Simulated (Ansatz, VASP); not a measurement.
Two plane-wave programs on InAg2F5

```
In Ag F
1.0
     4.57395    0.00000    0.00000
    -2.28697    3.96116    0.00000
     0.00000    0.00000    6.46755
In Ag F
1 2 5
Direct
  0.00000 0.00000 0.50000
  0.33333 0.66667 0.00000
  0.66667 0.33333 0.00000
  0.33333 0.66667 0.68411
  0.66667 0.33333 0.68411
  0.66667 0.33333 0.31589
  0.33333 0.66667 0.31589
  0.00000 0.00000 0.00000
```

Alike in both runs: functional PBE; k mesh 6 × 6 × 2; occupations gaussian, width 0.1 eV; no spin polarisation.

Ansatz relaxed the structure, and its values are those at the end. VASP's run is a single point on that final structure, the one shown.

|  | VASP | Ansatz |
| --- | --- | --- |
| version | VASP 6.6.1 | Ansatz 0.2.0 |
| potentials or method | VASP PAW PBE potentials, release 64 (In_d, Ag, F) | scalar-relativistic, plane waves, PAW |
| plane-wave cutoff (eV) | 520 | 420 |
| valence electrons in the cell | 70 | 86 |

VASP gave:

- gap on the k mesh at the Fermi level (eV): none
- pressure (GPa): -0.3
- rms of the force components (eV/Å): 0.015

Q: What did Ansatz give for the same quantities?

A: gap on the k mesh at the Fermi level (eV): none; pressure (GPa): 0.0; rms of the force components (eV/Å): 0.000.

A gap of «none» marks a metal or a gap that the smearing closes. The two sets of potentials don't hold the same shells in valence.

Caveats: the k mesh is coarse (spacing up to 0.49 Å⁻¹), so the values aren't converged.
